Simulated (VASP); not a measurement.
Here is the system:

```
CsSnI3
1.0
    6.24034     0.00000     0.00000
    0.00000     6.24034     0.00000
    0.00000     0.00000     6.24034
Cs Sn I
1 1 3
Direct
  0.00000   0.00000   0.00000
  0.50000   0.50000   0.50000
  0.50000   0.00000   0.50000
  0.00000   0.50000   0.50000
  0.50000   0.50000   0.00000
```

Method: PBE GGA, VASP's PBE PAW potentials (set 64) (plane waves; VASP 6.6.1). Settings: 500 eV cut-off, 4×4×4 Γ-centred mesh, Gaussian smearing of 0.050 eV, potentials Cs_sv Sn_d I.

Energy and stress use the plane-wave basis of the starting cell.

Task: The ions, cell shape and volume are relaxed. Which structure does the run end with?

Result: 
```
CsSnI3
1.0
    6.30408     0.00000     0.00000
    0.00000     6.30408     0.00000
    0.00000     0.00000     6.30408
Cs Sn I
1 1 3
Direct
  0.00000   0.00000   0.00000
  0.50000   0.50000   0.50000
  0.50000   0.00000   0.50000
  0.00000   0.50000   0.50000
  0.50000   0.50000   0.00000
```
Space group Pm-3m (221), at a tolerance of 0.03 Å.

Task: How do energy and volume change from the first to the last step?

Result: The energy (σ→0) changes by -2.3 meV/atom and the volume by +3.1 %, in 3 ionic steps.

```
step  E(σ→0) (eV)  max force (eV/Å)  pressure (GPa)  volume (Å³)
----  -----------  ----------------  --------------  -----------
1        -13.9631             0.000            0.49       243.01
2        -13.9736             0.000            0.14       248.29
3        -13.9745             0.000            0.00       250.53
```

The compound is CsSnI3 in the cubic perovskite structure, the ideal cubic form; the compound distorts at low or room temperature. This run relaxes it. Symmetry was kept, so distortions that lower it aren't found.
